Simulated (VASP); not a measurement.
WSe2: energy against strain

WSe2 (2H layered, P6_3/mmc, 23.534 Å³/atom and stress up to 0.09 GPa in the relaxed cell, c along z) under an equal strain ε along x and y, with z held. PBE in VASP (plane waves, PAW), 480 eV, 12×12×4 Γ-centred mesh, Gaussian smearing 0.05 eV; ions are relaxed, or left where forces stay under 0.02 eV/Å, within the symmetry of each cell. Against the start cell, which lies near the measured one, the relaxed cell differs by 16.9 % in volume and 13.9 % in c; the values below rest on it.

Here s stands for strain and y for E less E0.

```
strain (%)  E less E0 (meV/atom)
----------  --------------------
-1.50                       6.44
-1.00                       2.80
-0.50                       0.67
0.00                        0.00
0.50                        0.74
1.00                        2.85
1.50                        6.28
3.00                           ?
```

Taking a parabola for y over the 7 complete rows: Least squares gives y = -0.001 - 0.0221·s + 2.8271·s². Residuals (row less fit): 0.047, -0.048, -0.047, 0.001, 0.045, 0.046, -0.047; standard error 0.057 (degrees of freedom: 4). Twice the quadratic coefficient over the volume, 2 × 2.8271 meV × 10⁴ × 0.1602 / 23.534 Å³, is the elastic constants 2(C11 + C12) = 385 ± 3 GPa (± standard error of the fit, which holds the terms cut off).

Question: Predict the withheld y at s = 3.00 from the fit, and compare with the calculation.

Answer: y = -0.001 - 0.0221 × 3.0 + 2.8271 × 3.0² = 25.377 meV/atom. The calculation gives 24.17 meV/atom, 1.207 meV/atom below the prediction (5.0 % of the range of y in the table). The row lies outside the fitted rows, so this is an extrapolation. From the scatter of the fitted rows alone, a prediction at this place has a standard error of 0.219 meV/atom, so the miss is 5.5 times that.

A polynomial of degree 3 through the 12 other runs of the series gives 24.12 there, so most of the miss is curvature that the fit leaves out. Spin-orbit coupling is left out, which can shift these values for the heavy elements here. For WSe2: without a dispersion term in the relaxation, distances and binding between the weakly bound layers, chains or molecules are unreliable, and so is what depends on them. Rows are the converged runs of the series near zero and its far end, less any whose ions stayed unrelaxed beside relaxed ones; series whose fitted rows scatter by over a few per cent of the range, as at a crossing or softening among them, aren't shown in this form. Most that stay on the fit to the last digits aren't either.
